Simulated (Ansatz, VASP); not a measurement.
# TaN in two plane-wave programs, part 2 of 2

One calculation is typed for both programs; each brings its own data sets. How far apart do they land? The cell is taken from a series of runs on this material, whose earlier steps may have relaxed, scaled, displaced or heated it; both programs get it as it stands.

VASP 6.6.1 and Ansatz 0.2.0.

So far: The starting structure; VASP: zone-centre phonons, PBEsol.

**2. VASP: zone-centre phonons, PBEsol (continued)**

Level of this step: PBEsol; plane waves and PAW (N, Ta_pv) (VASP).

Numbers of over 12 decimals in the logs are rounded to 6 here.

OUTCAR, selected parts (step 2):

```text
ion  position               nearest neighbor table
   1  0.500  0.000  0.000-   5 2.08   6 2.08   5 2.08   6 2.08   4 2.58   4 2.58
   2  0.500  0.500  0.000-   5 2.08   6 2.08   5 2.08   6 2.08   4 2.58   4 2.58
   3  0.000  0.500  0.000-   5 2.08   6 2.08   5 2.08   6 2.08   4 2.58   4 2.58
   4  0.000  0.000  0.000-   3 2.58   3 2.58   2 2.58   2 2.58   1 2.58   1 2.58   6 3.31   5 3.31
                             6 3.31   5 3.31   6 3.31   6 3.31   5 3.31   5 3.31   6 3.31   5 3.31
   5  0.333  0.667  0.500-   1 2.08   1 2.08   3 2.08   3 2.08   2 2.08   2 2.08   6 2.98   6 2.98
                             6 2.98   4 3.31   4 3.31   4 3.31   4 3.31   4 3.31   4 3.31
   6  0.667  0.333  0.500-   1 2.08   1 2.08   3 2.08   3 2.08   2 2.08   2 2.08   5 2.98   5 2.98
                             5 2.98   4 3.31   4 3.31   4 3.31   4 3.31   4 3.31   4 3.31

  LATTYP: Found a hexagonal cell.
 ALAT       =     5.1598983103
 C/A-ratio  =     0.5608846386

 Subroutine GETGRP returns: Found 24 space group operations
 (whereof 24 operations were pure point group operations)

The static configuration has the point symmetry D_6h.

 Found     84 irreducible k-points:

   k-points           NKPTS =     84   k-points in BZ     NKDIM =     84   number of bands    NBANDS=     30

   dimension x,y,z NGX =    42 NGY =   42 NGZ =   24
   dimension x,y,z NGXF=    84 NGYF=   84 NGZF=   48

   ENCUT  =  600.0 eV  44.10 Ry    6.64 a.u.  10.31 10.31  5.78*2*pi/ulx,y,z

   NELECT =      48.0000    total number of electrons

 k-points in reciprocal lattice and weights: Automatic mesh
   0.00000000  0.00000000  0.00000000       0.001
   0.11111111  0.00000000  0.00000000       0.006
   0.22222222  0.00000000  0.00000000       0.006
   0.33333333  0.00000000  0.00000000       0.006
   0.44444444  0.00000000  0.00000000       0.006
   0.11111111  0.11111111  0.00000000       0.006
   0.22222222  0.11111111  0.00000000       0.012
   0.33333333  0.11111111  0.00000000       0.012
   0.44444444  0.11111111  0.00000000       0.006
[...]
-----------------------------------------------------------------------------------
    total drift:                               -0.000000      0.000000     -0.000000

 Eigenvectors and eigenvalues of the dynamical matrix
 ----------------------------------------------------

   1 f  =   28.574086 THz   179.536275 2PiTHz  953.128902 cm-1   118.172870 meV
             X         Y         Z           dx          dy          dz
      2.579949  0.000000  0.000000     0.000000    0.577350    0.000000
      1.289975  2.234302  0.000000     0.500000   -0.288675   -0.000000
     -1.289975  2.234302  0.000000    -0.500000   -0.288675    0.000000
      0.000000  0.000000  0.000000     0.000000    0.000000   -0.000000
     -0.000000  2.979069  1.447054     0.000000    0.000000    0.000000
      2.579949  1.489534  1.447054     0.000000    0.000000    0.000000

   2 f  =   22.892209 THz   143.835992 2PiTHz  763.601904 cm-1    94.674527 meV
             X         Y         Z           dx          dy          dz
      2.579949  0.000000  0.000000    -0.086491    0.258612    0.000000
      1.289975  2.234302  0.000000     0.418240   -0.321114   -0.000000
     -1.289975  2.234302  0.000000     0.667932    0.405859    0.000000
      0.000000  0.000000  0.000000    -0.024046   -0.008259    0.000000
     -0.000000  2.979069  1.447054    -0.127064   -0.043642    0.000000
      2.579949  1.489534  1.447054    -0.127064   -0.043642    0.000000

   3 f  =   22.892209 THz   143.835992 2PiTHz  763.601904 cm-1    94.674527 meV
             X         Y         Z           dx          dy          dz
      2.579949  0.000000  0.000000     0.029707    0.752945    0.000000
      1.289975  2.234302  0.000000    -0.550019    0.248214    0.000000
     -1.289975  2.234302  0.000000     0.176954   -0.001478   -0.000000
      0.000000  0.000000  0.000000     0.008259   -0.024046   -0.000000
     -0.000000  2.979069  1.447054     0.043642   -0.127064    0.000000
      2.579949  1.489534  1.447054     0.043642   -0.127064   -0.000000

   4 f  =   19.119543 THz   120.131632 2PiTHz  637.759310 cm-1    79.072041 meV
             X         Y         Z           dx          dy          dz
      2.579949  0.000000  0.000000    -0.000000   -0.000000    0.398861
      1.289975  2.234302  0.000000     0.000000   -0.000000    0.417564
     -1.289975  2.234302  0.000000     0.000000   -0.000000   -0.816425
      0.000000  0.000000  0.000000    -0.000000    0.000000    0.000000
     -0.000000  2.979069  1.447054    -0.000000    0.000000    0.000000
      2.579949  1.489534  1.447054    -0.000000    0.000000    0.000000

   5 f  =   19.119543 THz   120.131632 2PiTHz  637.759310 cm-1    79.072041 meV
             X         Y         Z           dx          dy          dz
      2.579949  0.000000  0.000000     0.000000    0.000000   -0.712444
      1.289975  2.234302  0.000000     0.000000    0.000000    0.701646
     -1.289975  2.234302  0.000000    -0.000000   -0.000000    0.010798
      0.000000  0.000000  0.000000     0.000000   -0.000000    0.000000
     -0.000000  2.979069  1.447054    -0.000000    0.000000   -0.000000
      2.579949  1.489534  1.447054     0.000000    0.000000   -0.000000

   6 f  =   18.709429 THz   117.554811 2PiTHz  624.079385 cm-1    77.375947 meV
             X         Y         Z           dx          dy          dz
      2.579949  0.000000  0.000000     0.000000   -0.000000    0.552467
      1.289975  2.234302  0.000000     0.000000   -0.000000    0.552467
     -1.289975  2.234302  0.000000    -0.000000   -0.000000    0.552467
      0.000000  0.000000  0.000000     0.000000    0.000000   -0.059007
     -0.000000  2.979069  1.447054     0.000000    0.000000   -0.201073
      2.579949  1.489534  1.447054    -0.000000   -0.000000   -0.201073

   7 f  =    7.214405 THz    45.329443 2PiTHz  240.646645 cm-1    29.836368 meV
             X         Y         Z           dx          dy          dz
      2.579949  0.000000  0.000000     0.000000   -0.000000   -0.000000
      1.289975  2.234302  0.000000     0.000000    0.000000   -0.000000
     -1.289975  2.234302  0.000000    -0.000000    0.000000    0.000000
      0.000000  0.000000  0.000000     0.000000    0.000000    0.000000
     -0.000000  2.979069  1.447054     0.668758    0.229701   -0.000000
      2.579949  1.489534  1.447054    -0.668758   -0.229701    0.000000

   8 f  =    7.214405 THz    45.329443 2PiTHz  240.646645 cm-1    29.836368 meV
             X         Y         Z           dx          dy          dz
      2.579949  0.000000  0.000000    -0.000000    0.000000   -0.000000
      1.289975  2.234302  0.000000    -0.000000   -0.000000    0.000000
     -1.289975  2.234302  0.000000     0.000000   -0.000000   -0.000000
      0.000000  0.000000  0.000000    -0.000000   -0.000000   -0.000000
     -0.000000  2.979069  1.447054    -0.229701    0.668758    0.000000
      2.579949  1.489534  1.447054     0.229701   -0.668758    0.000000

   9 f  =    5.645928 THz    35.474414 2PiTHz  188.327899 cm-1    23.349673 meV
             X         Y         Z           dx          dy          dz
      2.579949  0.000000  0.000000    -0.000000   -0.000000    0.000000
      1.289975  2.234302  0.000000    -0.000000   -0.000000    0.000000
     -1.289975  2.234302  0.000000     0.000000   -0.000000    0.000000
      0.000000  0.000000  0.000000    -0.000000   -0.000000    0.000000
     -0.000000  2.979069  1.447054     0.000000    0.000000    0.707107
      2.579949  1.489534  1.447054     0.000000    0.000000   -0.707107

  10 f  =    5.458018 THz    34.293738 2PiTHz  182.059882 cm-1    22.572538 meV
             X         Y         Z           dx          dy          dz
      2.579949  0.000000  0.000000    -0.396883    0.009326    0.000000
      1.289975  2.234302  0.000000    -0.141940   -0.283540    0.000000
     -1.289975  2.234302  0.000000    -0.015782    0.083681    0.000000
      0.000000  0.000000  0.000000    -0.606075   -0.208216    0.000000
     -0.000000  2.979069  1.447054     0.380610    0.130757   -0.000000
      2.579949  1.489534  1.447054     0.380610    0.130757    0.000000

  11 f  =    5.458018 THz    34.293738 2PiTHz  182.059882 cm-1    22.572538 meV
             X         Y         Z           dx          dy          dz
      2.579949  0.000000  0.000000     0.136348    0.027146    0.000000
      1.289975  2.234302  0.000000    -0.156518   -0.227797    0.000000
     -1.289975  2.234302  0.000000     0.210703   -0.353954    0.000000
      0.000000  0.000000  0.000000     0.208216   -0.606075    0.000000
     -0.000000  2.979069  1.447054    -0.130757    0.380610   -0.000000
      2.579949  1.489534  1.447054    -0.130757    0.380610    0.000000

  12 f  =    3.537834 THz    22.228869 2PiTHz  118.009452 cm-1    14.631301 meV
             X         Y         Z           dx          dy          dz
      2.579949  0.000000  0.000000     0.000000   -0.000000    0.064474
      1.289975  2.234302  0.000000    -0.000000   -0.000000    0.064474
     -1.289975  2.234302  0.000000     0.000000   -0.000000    0.064474
      0.000000  0.000000  0.000000     0.000000   -0.000000   -0.829099
     -0.000000  2.979069  1.447054     0.000000   -0.000000    0.387378
      2.579949  1.489534  1.447054     0.000000   -0.000000    0.387378

  13 f  =    0.002126 THz     0.013356 2PiTHz    0.070903 cm-1     0.008791 meV
             X         Y         Z           dx          dy          dz
      2.579949  0.000000  0.000000    -0.009889   -0.154390    0.000000
      1.289975  2.234302  0.000000    -0.009839   -0.154288    0.000000
     -1.289975  2.234302  0.000000    -0.009952   -0.154295    0.000000
      0.000000  0.000000  0.000000    -0.035625   -0.555698    0.000000
     -0.000000  2.979069  1.447054    -0.035568   -0.554823    0.000000
      2.579949  1.489534  1.447054    -0.035568   -0.554823    0.000000
    [... 43 further lines ...]
     -0.000000  2.979069  1.447054    -0.000000    0.000000    0.000000
      2.579949  1.489534  1.447054    -0.000000    0.000000   -0.000000

 ELASTIC MODULI CONTR FROM IONIC RELAXATION (kBar)
 Direction    XX          YY          ZZ          XY          YZ          ZX
 --------------------------------------------------------------------------------
 XX        -264.0229    264.0229     -0.0000     -0.0000     -0.0000      0.0000
 YY         264.0229   -264.0229      0.0000     -0.0000      0.0000     -0.0000
 ZZ          -0.0000      0.0000     -0.0000     -0.0000      0.0000     -0.0000
 XY          -0.0000     -0.0000     -0.0000   -264.0229      0.0000     -0.0000
 YZ          -0.0000      0.0000      0.0000      0.0000     -0.0000      0.0000
 ZX           0.0000     -0.0000     -0.0000     -0.0000      0.0000     -0.0000
 --------------------------------------------------------------------------------
```

**3. Ansatz: zone-centre phonons, PBEsol**

Ansatz runs on its PAW soft_1 files.

The same cell, functional, mesh and smearing now go to Ansatz, which takes its cutoff from its data sets.

Contents of input.yaml:

```yaml
crystal:
  lattice:
    - [5.1598983103, 0.0, 0.0]
    - [-2.5799491551, 4.4686030176, 0.0]
    - [0.0, 0.0, 2.8941076991]
  atoms:
    - { symbol: "N", position: [0.5, 0.0, 0.0] }
    - { symbol: "N", position: [0.5, 0.5, 0.0] }
    - { symbol: "N", position: [0.0, 0.5, 0.0] }
    - { symbol: Ta, position: [0.0, 0.0, 0.0] }
    - { symbol: Ta, position: [0.3333333333, 0.6666666667, 0.5] }
    - { symbol: Ta, position: [0.6666666667, 0.3333333333, 0.5] }
kpoints:
  mp_grid: { grid: [9, 9, 12] }
hamiltonian:
  xc: pbesol
  pseudopotentials: { kind: paw, azcp: { folder: soft_1 }, xc_functional: pbe }
scf:
  occupations: { method: methfessel_paxton, width: 0.2 }
output:
  eigenvalues: true
phonons:
  method: dfpt
```

Command:

```sh
$ ansatz run input.yaml --threads 8 --pin off --max-ram 16384MiB --backend cpu --events-out ev --progress --plain --runs-dir out
```

The program printed:

```text
zone centre: on kpoints.mp_grid the ground state, and the responses unless they are solved on pairs of k-points, stand on 175 of the mesh's 972 k-points, reduced under 4 symmetry operations, with k and −k counted as one. Each operation leaves every solved displacement unchanged or reverses it
Engine: ansatz 0.2.0, aarch64-unknown-linux-gnu
Pseudopotentials: kind: paw
Pseudopotential: N, paw, valence charge 5, recommended cutoff 420 eV (normal), soft_1/N.paw.azcp
Pseudopotential: Ta, paw, valence charge 13, recommended cutoff 420 eV (normal), soft_1/Ta.paw.azcp
Functional definition: PBEsol
  exchange = pbesol_x
  correlation = pbesol_c
Crystal: 6 atoms, lattice volume = 66.731 Å³
Basis set: ecut = 420 eV, 1287 PW (Γ), exchange–correlation on 72×72×40 points (8 copies of the dense FFT grid, shifted against one another)
Bands: 33, of which v1, the nominal top of the filled ones, is band 27 counted from 1 (26 counted from 0)
Symmetry: 24 space group operations
k-points: 175 of 972 (irreducible under 4 space group operations, time reversal used)
Non-local potential: N, projectors of the file, l = 0: 2, l = 1: 2, l = 2: 1
Non-local potential: Ta, projectors of the file, l = 0: 3, l = 1: 2, l = 2: 2, l = 3: 1
PAW form: soft (Blöchl's): semilocal exchange-correlation on the pseudo side does not see the compensation charge
PAW frozen core: N, regenerated for the run's functional, and the local potential with it (the file was generated under x = pbe(κ = 0.804, μ = 0.219515), c = pbe(β = 0.066725))
PAW frozen core: Ta, regenerated for the run's functional, and the local potential with it (the file was generated under x = pbe(κ = 0.804, μ = 0.219515), c = pbe(β = 0.066725))
PAW one-centre angular grid: N, 110 points (default); XC on 64 Gauss nodes
PAW one-centre angular grid: Ta, 590 points (default); XC on 64 Gauss nodes
Initial density: superposition of atomic densities (chi_scale 0.1, normalization cell, long waves kept (reshape's long-wave potential 0.02 eV rms))
Initial wavefunctions: pseudopotential atomic-orbital guess
Functional: x = pbesol(κ = 0.804, μ = 0.123457), c = pbesol(β = 0.046)
SCF iter   1: F=—  HF=-30564.029176 eV  |F-HF|=—  |Δ(HF+E_count)|=         —  Δρ=7.35e-2  dr2=4.15e0  ethr=3.10e-3  ⟨swp⟩=4.6  Hψ=22515  notcnv=0
preconditioner: auto → Kerker (q_TF=auto, 2.634 Å⁻¹)  [metal: Δε(μ)=0.007 eV  Ē_g=9.721 eV  σ=0.200 eV  W_gap=0.03  n_scr=26 (ndim 8)  ℏωp=24.9 eV  f_vac=0.000  D(μ)=1.02/eV (n_scr^D=6)]
SCF iter   2: F=—  HF=-30563.204777 eV  |F-HF|=—  |Δ(HF+E_count)|=   8.24e-1  S|Δr|=    0.00e0  Δρ=3.59e-2  dr2=8.10e-1  ethr=3.10e-3  ⟨swp⟩=2.0  Hψ=10273  notcnv=0  defer=203
SCF iter   3: F=—  HF=-30563.035294 eV  |F-HF|=—  |Δ(HF+E_count)|=   1.69e-1  S|Δr|=    0.00e0  Δρ=1.21e-2  dr2=9.35e-2  ethr=1.50e-3  ⟨swp⟩=2.0  Hψ=6550  notcnv=0  defer=203
SCF iter   4: F=—  HF=-30563.008769 eV  |F-HF|=—  |Δ(HF+E_count)|=   2.65e-2  S|Δr|=    0.00e0  Δρ=2.61e-3  dr2=7.14e-3  ethr=1.73e-4  ⟨swp⟩=2.0  Hψ=8670  notcnv=0  defer=156
SCF iter   5: F=—  HF=-30563.006906 eV  |F-HF|=—  |Δ(HF+E_count)|=   1.86e-3  S|Δr|=    0.00e0  Δρ=9.29e-4  dr2=4.82e-4  ethr=1.32e-5  ⟨swp⟩=2.0  Hψ=6329  notcnv=0  defer=156
SCF iter   6: F=—  HF=-30563.006763 eV  |F-HF|=—  |Δ(HF+E_count)|=   1.44e-4  S|Δr|=    0.00e0  Δρ=1.30e-4  dr2=1.44e-5  ethr=8.92e-7  ⟨swp⟩=2.4  Hψ=8058  notcnv=0  defer=156
SCF iter   7: F=—  HF=-30563.006760 eV  |F-HF|=—  |Δ(HF+E_count)|=   2.75e-6  S|Δr|=    0.00e0  Δρ=2.75e-5  dr2=4.38e-7  ethr=2.67e-8  ⟨swp⟩=2.0  Hψ=7990  notcnv=0  defer=156
SCF iter   8: F=—  HF=-30563.006759 eV  |F-HF|=—  |Δ(HF+E_count)|=   6.44e-7  S|Δr|=    0.00e0  Δρ=5.11e-6  dr2=1.83e-8  ethr=8.10e-10  ⟨swp⟩=2.0  Hψ=8294  notcnv=0  defer=156
SCF iter   9: F=—  HF=-30563.006759 eV  |F-HF|=—  |Δ(HF+E_count)|=   3.76e-9  S|Δr|=    0.00e0  Δρ=6.34e-7  dr2=2.36e-10  ethr=3.39e-11  ⟨swp⟩=2.0  Hψ=7938  notcnv=0  defer=156
SCF iter  10: F=-30563.006759 eV  HF=-30563.006759 eV  |F-HF|=3.64e-12  |Δ(HF+E_count)|=  7.28e-12  S|Δr|=    0.00e0  Δρ=9.28e-8  dr2=4.11e-12  ethr=1.00e-12  ⟨swp⟩=8.4  Hψ=33051  notcnv=0
SCF 1 converged in 10 iterations: F = -30563.006759 eV  dr2 = 4.11e-12
  greatest PAW one-centre occupation: 0.999 electrons in one spin orbital (limit 2), on the Ta atom at site 5 (counted from 0), in its partial waves of l = 0
DFPT response loops at Γ: preconditioner auto → Kerker (q_TF=auto, 2.634 Å⁻¹) (partly filled bands, converged f_vac=0.000); β = 1.00, the filter's whole step (`scf.mixing.beta` (0.50) is not read by the response loops under this deck's `scf.mixing.preconditioner`; to damp them name `kerker` or `kerker_dos`, under which they read `scf.mixing.beta`, and type it under 1.00, their step now; both keys bind the ground state too); Broyden in place of MSR1
SCF converged after 10 iterations
Stability not checked: this state was not tested for a lower state beside it, because cold or Methfessel-Paxton smearing, or corrected tetrahedra, fill the levels in a way that the test cannot read (fill_not_monotonic; see scf.lower_state_search)
Free energy (F): -30563.006759 eV
Harris-Foulkes:  -30563.006759 eV  (|F-HF|=3.64e-12)
Internal energy: -30563.010145 eV  (E = F + TS)
E sigma→0 (E₀):  -30563.007606 eV
Entropy (-TS):   0.003386 eV (0.564 meV/atom)
Fermi energy:    19.756611 eV
--- Per-component energies (eV) ---
  E_band       = -209.213483
  E_kinetic    = 1572.388962
  E_local      = -1996.637345  (includes V_loc(G=0)·N_el)
  E_nonlocal   = 81.138773
  E_hartree    = 720.061739
  E_xc         = -1136.312922
  E_vxc        = -929.632709  (∫ρ·V_xc dr)
  E_paw        = -24914.590211  (= ΣΔE_a)
  E_vpaw       = -376.597672  (= ΣTr[D̂ρ^β])
  E_aug_tail   = 0.002970  (compensation charges beyond the density's cutoff)
  E_ewald      = -4889.787547
  E_core_change = 0.725435  (= ΣΔE_core)
  E_smearing   = 0.003386  (= −TS)
  E_closure    = -0.000000  (closes the sum)
  Σ components = -30563.006759   (vs F -30563.006759, Δ=0.00e0)
--- Band table (eV; the first three rows and the last of 175) ---
  k-point 0: bands = [... 23 lower, 16.6818, 17.1623, 17.6084, 18.4222, 18.4222, 20.5359, 20.5359, 20.9803, ... 2 higher]
  k-point 1: bands = [... 23 lower, 16.4584, 17.1987, 17.9219, 18.5854, 18.5854, 20.6472, 20.6472, 21.0609, ... 2 higher]
  k-point 2: bands = [... 23 lower, 16.7219, 17.3004, 18.7622, 19.0007, 19.0007, 19.9997, 19.9997, 21.2885, ... 2 higher]
  k-point 174: bands = [... 23 lower, 16.2109, 16.4689, 17.2350, 18.5990, 21.6356, 21.9432, 22.0968, 22.3886, ... 2 higher]
--- Phonons (Γ-DFPT): 7 representative perturbations + reference, on 175 of 972 k-points (Σ response iterations 21) ---
  k mesh reduced under 4 symmetry operations, with k and −k counted as one. Each operation leaves every solved displacement unchanged or reverses it
  ASR residual: 3.598e-5 → 0.000e0 eV/Å²; symmetrization residual: 1.778e-6 eV/Å²
  ASR residual per site (eV/Å²): 3.60e-5 2.70e-5 2.70e-5 8.01e-6 2.34e-5 2.34e-5
  Γ frequencies (cm⁻¹): -558.59 -232.30 -232.30 0.00 0.00 0.00 118.37 184.51 184.51 187.05 239.89 239.89 619.85 631.51 631.51 757.64 757.64 946.76
  non-analytic LO–TO correction: not included (Born effective charges unavailable; polar crystals: no LO–TO splitting at Γ)
```

The column dr2 measures how far the density is from self-consistency, as an energy; F and HF (Harris–Foulkes) agree once it is small.

**4. Differences**

Known differences besides the potentials themselves: the data sets hold 54 valence electrons in Ansatz (on its PAW soft_1 files) and 48 in VASP; the cutoff is 420 eV in Ansatz and 600 eV in VASP; Ansatz makes its cores anew for this functional, VASP keeps those of its PBE data sets. Total energies have different zeros and are not compared.

Both answers:

```
                                                   quantity  Ansatz    VASP  difference
     optical mode 1 (imaginary, printed as negative) (cm⁻¹)  -558.6  -561.3        +2.7
optical mode 2 to 3 (imaginary, printed as negative) (cm⁻¹)  -232.3  -236.0        +3.7
                                      optical mode 4 (cm⁻¹)   118.4   118.0     +0.31 %
                                 optical mode 5 to 6 (cm⁻¹)   184.5   182.1     +1.35 %
                                      optical mode 7 (cm⁻¹)   187.1   188.3     -0.68 %
                                 optical mode 8 to 9 (cm⁻¹)   239.9   240.6     -0.31 %
                                     optical mode 10 (cm⁻¹)   619.9   624.1     -0.68 %
                               optical mode 11 to 12 (cm⁻¹)   631.5   637.8     -0.98 %
                               optical mode 13 to 14 (cm⁻¹)   757.6   763.6     -0.78 %
                                     optical mode 15 (cm⁻¹)   946.8   953.1     -0.67 %
```

Modes are paired by rising frequency, not by their patterns, so a pair may set unlike modes beside each other; they are those without the splitting of longitudinal modes.

**5. Results**

```
r.m.s. difference of the optical zone-centre modes, each program's sorted by frequency (zone-centre phonons, PBEsol) : 4.1 cm⁻¹
difference in optical mode 5 to 6 (zone-centre phonons, PBEsol)                                                      : +1.3 %
```

The r.m.s. difference of the optical zone-centre modes, each program's sorted by frequency is 4.1 cm⁻¹ (zone-centre phonons, PBEsol). The data sets hold unlike numbers of valence electrons (54 in Ansatz and 48 in VASP), so part of the differences comes from the potentials. Among the rows given in per cent, the largest difference of the zone-centre phonons, PBEsol pair is in optical mode 5 to 6, +1.3 %. How closely two codes agree says nothing of how well the functional describes the real material.

[Lines on the potential files, build, host, timing and source positions are cut from VASP's logs without a mark.]

[Logs are printed without paths, hosts, clocks, repeated set-up lines and the standing remarks that a program may print on its own settings, such as how far it seeks lower states.]

[Hosts, paths, dates, database ids (printed as entryN), source tags and the programs' standing remarks are cut or masked in the printed files.]
